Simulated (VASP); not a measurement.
```xyz
3
Lattice="-1.9772 1.9772 3.2882 1.9772 -1.9772 3.2882 1.9772 1.9772 -3.2882" Properties=species:S:1:pos:R:3 pbc="T T T"
La     0.0000     0.0000     0.0000
C      0.0000     0.0000     2.6428
C      0.0000     0.0000     3.9337
```

These are PBEsol GGA, VASP's PBE PAW potentials (set 64) (plane waves; VASP) values and carry that method's errors. Numerical set-up: 400 eV cut-off, 14×14×14 Γ-centred mesh, Fermi-Dirac smearing of 0.10 eV, potentials La C.

At this cut-off the stress carries a Pulay error, which pulls relaxed volumes low.

Question: Predict the energy per atom (σ→0), pressure, largest force, band gap (on the k-mesh) with the smallest direct gap where there is one.

Answer: 
The band gap (on the k-mesh) is none (metal, semimetal or under 0.01 eV). The energy per atom (σ→0) comes out as -8.338 eV/atom. The pressure is -3.83 GPa and the largest force is 0.412 eV/Å.

The structure comes from a computed database's LaC2 entry; how it stands against other phases isn't given here. The cell was not relaxed at this level. The electron count is odd and the run is not spin-polarised, which forces a metal.
